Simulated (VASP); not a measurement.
Al (fcc) at five volumes. These are RPA correlation on PBE orbitals, VASP's PBE PAW potentials (set 64) (plane waves; VASP) values and carry that method's errors. Settings: 350 eV cut-off, 8×8×8 Γ-centred mesh, Fermi-Dirac smearing of 0.10 eV, potentials Al_GW.

The mesh is coarse, so the correlation energy is not converged in k-points.

| V (Å³/atom) | EXX (eV/atom) | RPA correlation (eV/atom) |
|---|---|---|
| 15.279 | -4.3718 | -4.9976 |
| 15.943 | -4.4119 | -4.9792 |
| 16.608 | -4.4338 | -4.9622 |
| 17.272 | -4.4410 | -4.9468 |
| 17.936 | -4.4363 | -4.9325 |

Task: Add the two parts and fit a third-order Birch-Murnaghan equation of state.

Result: The totals are -9.3694, -9.3910, -9.3961, -9.3878, -9.3688 eV/atom, with V0 = 16.50 Å³/atom and B0 = 82 GPa.

The compound is Al in the fcc structure.
